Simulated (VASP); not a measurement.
Given:

```
CELL_PARAMETERS angstrom
      0.00000     3.00000     3.00000
      3.00000     0.00000     3.00000
      3.00000     3.00000     0.00000
ATOMIC_POSITIONS crystal
  Al 0.24901 0.27678 0.24035
  Al 0.76756 0.74220 0.73938
  Au 0.98344 0.98103 0.02028
```

Method: PBEsol GGA, VASP's PBE PAW potentials (set 64) (plane waves; VASP). Run with 300 eV cut-off, 6×6×6 Γ-centred mesh, Fermi-Dirac smearing of 0.10 eV, potentials Al Au.

At this cut-off the stress carries a Pulay error, which pulls relaxed volumes low.

The ions, cell shape and volume are relaxed. Predict the relaxed structure.

```
CELL_PARAMETERS angstrom
      0.00060     2.99804     3.00045
      2.99848     0.00049     3.00046
      2.99924     2.99904    -0.00034
ATOMIC_POSITIONS crystal
  Al 0.24994 0.24968 0.25032
  Al 0.75011 0.75031 0.74967
  Au 0.99996 0.00001 0.00001
```
Space group Fm-3m (225), at a tolerance of 0.03 Å.

How do energy and volume change from the first to the last step?

The energy (σ→0) changes by -46.7 meV/atom and the volume by -0.1 %, in 14 ionic steps.

The structure is a typed AuAl2 crystal. In the starting cell atoms are displaced from their ideal sites. This run relaxes it. The k-mesh is coarse (spacing up to 0.30 per Å, 2π included), so the numbers may not be converged in it. The run is one of a series of settings (EDIFFG = -0.01, IBRION = 2, ISIF = 3, NSW = 50 against the base run), some of them coarse on purpose. The electron count is odd and the run is not spin-polarised, which forces a metal.
